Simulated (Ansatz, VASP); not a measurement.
This is a calculation of Mg3Te for Ansatz 0.2.0. Atoms were shifted at random by some hundredths of an Å from the given cell, which wasn't relaxed again for these runs. The cell comes from a database or a generator and needn't be the stable form of this composition.

input.yaml

```yaml
crystal:
  lattice:
    - [-2.13936, 2.13936, 5.282488]
    - [2.13936, -2.13936, 5.282488]
    - [2.13936, 2.13936, -5.282488]
  atoms:
    - { symbol: Te, position: [0.004134, -0.000931, 0.002234] }
    - { symbol: Mg, position: [0.24899, 0.758919, 0.503036] }
    - { symbol: Mg, position: [0.753605, 0.246345, 0.498411] }
    - { symbol: Mg, position: [0.491155, 0.514636, 0.003885] }
hamiltonian:
  xc: pbe
  pseudopotentials: { kind: paw }
kpoints:
  mp_grid: { grid: [9, 9, 9] }
scf:
  occupations: { method: fermi_dirac, width: 0.05 }
output:
  forces: true
  stress: true
  eigenvalues: true
```

Potentials or basis: Ansatz PAW.

The run is started by

```sh
$ ansatz run input.yaml --threads 2 --pin off --max-ram 5120MiB --backend cpu --events-out ev --progress --plain --runs-dir out
```

Question: Set up the same calculation for VASP 6.6.1. Potentials or basis there: PBE PAW files Mg, Te, 520 eV.

Answer: As run (cutoffs and basis follow the program's own potentials, and thresholds, step limits or extra output files can differ):

Contents of INCAR:

```
  PREC = Accurate
  ENCUT = 520
  EDIFF = 1E-7
  ISMEAR = -1
  SIGMA = 0.05
  LREAL = F
  LASPH = T
  NELM = 80
  ALGO = Normal
  ISIF = 2
  LWAVE = F
  LCHARG = F
  GGA = PE
  NBANDS = 14
```

File KPOINTS:

```
regular mesh
0
Gamma
  9 9 9
```

File POSCAR:

```
Mg3Te
1.0
   -2.1393600000      2.1393600000      5.2824880000
    2.1393600000     -2.1393600000      5.2824880000
    2.1393600000      2.1393600000     -5.2824880000
Te Mg
1 3
Direct
    0.0041340000     -0.0009310000      0.0022340000
    0.2489900000      0.7589190000      0.5030360000
    0.7536050000      0.2463450000      0.4984110000
    0.4911550000      0.5146360000      0.0038850000
```

Potentials or basis: VASP PAW PBE potentials, release 64 (Te, Mg).

Launch:

```console
$ cat potpaw_PBE.64/Te/POTCAR potpaw_PBE.64/Mg/POTCAR > POTCAR
$ mpirun -np 1 vasp_std > vasp.out
```

Both were run:

|  | Ansatz | VASP |
| --- | --- | --- |
| Pressure | 0.2 GPa | 0.1 GPa |
| Largest force | 0.209 eV/Å | 0.210 eV/Å |

Ansatz's pressure holds a Pulay term of +0.01 GPa for its cutoff of 420 eV, which the other run lacks.

The potentials hold 46 and 12 valence electrons a cell.

Where Ansatz's input types no cutoff or centring, it takes its own default and a Γ-centred mesh.

Pressure is positive in compression.
